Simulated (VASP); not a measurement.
Here is the system:

```
CELL_PARAMETERS angstrom
      5.16428     0.00000     0.00000
      0.00000     5.16428     0.00000
      0.00000     0.00000     3.55312
ATOMIC_POSITIONS crystal
  Pb 0.00000 0.00000 0.00000
  Pb 0.50000 0.50000 0.50000
  O  0.30765 0.30765 0.00000
  O  0.80765 0.19235 0.50000
  O  0.19235 0.80765 0.50000
  O  0.69235 0.69235 0.00000
```

Method: vdW-DF2, VASP's PBE PAW potentials (set 64) (plane waves; VASP 6.6.1). Run with 520 eV cut-off, Gaussian smearing of 0.050 eV, potentials Pb_d O.

Unless said otherwise, spin-orbit coupling is left out, though it shifts the bands of the heavy elements here.

Task: What does the run give for the band gap (along the path) with the smallest direct gap where there is one?

Result: 
```
Property                                Value
------------------------------------  -------
band gap (along the path)             0.06 eV
smallest direct gap (along the path)  0.14 eV
```

Total energies compare only between runs with the same potentials, cut-off and functional.

The compound is PbO2 in the rutile structure. It was relaxed first, which changed the volume by +14 %.
